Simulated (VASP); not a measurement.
All values below come from RPBE GGA, VASP's PBE PAW potentials (set 64) (plane waves; VASP).

Input for VASP

INCAR:
```
ALGO = Normal
EDIFF = 1E-7
ENCUT = 520
GGA = RP
ISIF = 2
ISMEAR = -5
LASPH = .TRUE.
LCHARG = .TRUE.
LMAXMIX = 4
LORBIT = 11
LREAL = .FALSE.
LWAVE = .FALSE.
NEDOS = 601
NELM = 100
PREC = Accurate
SYSTEM = PdIn
```

**KPOINTS**
```
Regular mesh
0
gamma
  12 12 12
0 0 0
```

POSCAR:
```
PdIn
1
    3.3438751800     0.0000000000     0.0000000000
    0.0000000000     3.3438751800     0.0000000000
    0.0000000000     0.0000000000     3.3438751800
In Pd
1 1
Direct
  0.5000000000   0.5000000000   0.5000000000
  0.0000000000   0.0000000000   0.0000000000
```

POTCAR, in this order: In_d Pd (PBE.64 set). Program: vasp_std.

Unless said otherwise, spin-orbit coupling is left out, though it shifts the bands of the heavy elements here.

Problem. Predict the energy per atom (σ→0), band gap (on the k-mesh).

Solution. 
```json
{
  "energy per atom (σ→0)": "-3.879 eV/atom",
  "band gap (on the k-mesh)": "none (metal, semimetal or under 0.01 eV)"
}
```

### OSZICAR
```
...
DAV:   7    -0.775995762062E+01    0.25110E-01   -0.60138E-02  3234   0.452E+00    0.897E-01
DAV:   8    -0.775749944977E+01    0.24582E-02   -0.13342E-02  2646   0.124E+00    0.323E-01
DAV:   9    -0.775713559692E+01    0.36385E-03   -0.19491E-03  3292   0.698E-01    0.589E-02
DAV:  10    -0.775714442193E+01   -0.88250E-05   -0.51808E-05  3304   0.113E-01    0.276E-02
DAV:  11    -0.775716046747E+01   -0.16046E-04   -0.10615E-05  3017   0.355E-02    0.298E-03
DAV:  12    -0.775715906303E+01    0.14044E-05   -0.45201E-07  3367   0.740E-03    0.411E-03
DAV:  13    -0.775715908313E+01   -0.20106E-07   -0.39110E-08  1631   0.278E-03
   1 F= -.77571591E+01 E0= -.77571591E+01  d E =0.000000E+00
```

The compound is PdIn in the CsCl type structure. It was relaxed first, which changed the volume by +9 %. The electron count is odd and the run is not spin-polarised, which forces a metal.
